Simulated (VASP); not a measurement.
```xyz
1
Lattice="-1.4915 1.4915 1.4915 1.4915 -1.4915 1.4915 1.4915 1.4915 -1.4915" Properties=species:S:1:pos:R:3 pbc="T T T"
V      0.0000     0.0000     0.0000
```

The numbers are results of optB88-vdW, VASP's PBE PAW potentials (set 64) (plane waves; VASP 6.6.1), not measurements. Numerical set-up: 520 eV cut-off, 19×19×19 Γ-centred mesh, tetrahedra with Blöchl corrections, potentials V_sv.

Problem. Tabulate the total density of states (states/eV per cell) against energy (eV; zero at the valence-band maximum or, without a gap, the Fermi level).

Solution. 
```
E (eV)  DOS (states/eV)
------  ---------------
-9.98              0.00
-9.74              0.00
-9.50              0.00
-9.26              0.00
-9.02              0.00
-8.90              0.00
-8.66              0.00
-8.42              0.00
-8.18              0.00
-7.94              0.00
-7.70              0.00
-7.46              0.00
-7.22              0.00
-6.98              0.00
-6.74              0.00
-6.62              0.00
-6.38              0.02
-6.14              0.04
-5.90              0.05
-5.66              0.07
-5.42              0.08
-5.18              0.09
-4.94              0.11
-4.70              0.13
-4.46              0.14
-4.34              0.15
-4.10              0.18
-3.86              0.21
-3.62              0.25
-3.38              0.33
-3.14              0.66
-2.90              0.92
-2.66              1.07
-2.42              1.31
-2.18              1.58
-2.06              1.24
-1.82              0.89
-1.58              0.55
-1.34              1.00
-1.10              2.53
-0.86              1.84
-0.62              1.82
-0.38              1.76
-0.14              2.34
0.10               1.66
0.22               1.41
0.46               0.59
0.70               0.48
0.94               0.52
1.18               0.58
1.42               0.77
1.66               1.31
1.90               1.68
2.14               2.14
2.38               2.33
2.50               2.49
2.74               3.11
2.98               2.55
3.22               1.45
3.46               1.18
```
Within 2 eV below the Fermi level the largest weight inside VASP's projection spheres is V d.

The compound is V in the bcc structure. It was relaxed first. The run is not spin-polarised, so no magnetic state was tried.
